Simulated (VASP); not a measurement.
CdS (wurtzite), at 1.04 of the tabulated volume:

```
CELL_PARAMETERS angstrom
      2.09724    -3.63253     0.00000
      2.09724     3.63253     0.00000
      0.00000     0.00000     6.80843
ATOMIC_POSITIONS crystal
  Cd 0.66667 0.33333 0.50000
  Cd 0.33333 0.66667 0.00000
  S  0.66667 0.33333 0.87700
  S  0.33333 0.66667 0.37700
```

The lowest empty band near Γ, direction c, from mBJ (TB09) with spin-orbit coupling in VASP (PAW); its two spin partners are averaged. The gap over the points computed is 2.63 eV, and the next band on that side lies 1.45 eV away at the edge.

Run with 400 eV cut-off, 7×7×4 Γ-centred mesh, Gaussian smearing of 0.050 eV, potentials Cd S.

```
distance from the edge in k (1/Å)  distance in energy (meV)
---------------------------------  ------------------------
0.018                                                   5.1
0.025                                                   9.9
0.035                                                  19.6
0.050                                                  39.8
0.070                                                  76.8
```

**Question.** Fit E(1 + αE) = ħ²k²/2m* (ħ²/2m0 = 3.810 eV Å²) and predict the row at 0.095 1/Å.

**Answer.** Least squares on the energies gives the electron mass m* = 0.236 m0 and α = 0.36 per eV, and so 138.5 meV. The run gave 137.8 meV, -0.7 meV from the fit.

Left out are points under 3 meV from the edge, since the levels carry 0.1 meV, and points farther than half the way to the next band.

The compound is CdS in the wurtzite structure. The cell was not relaxed at this level.
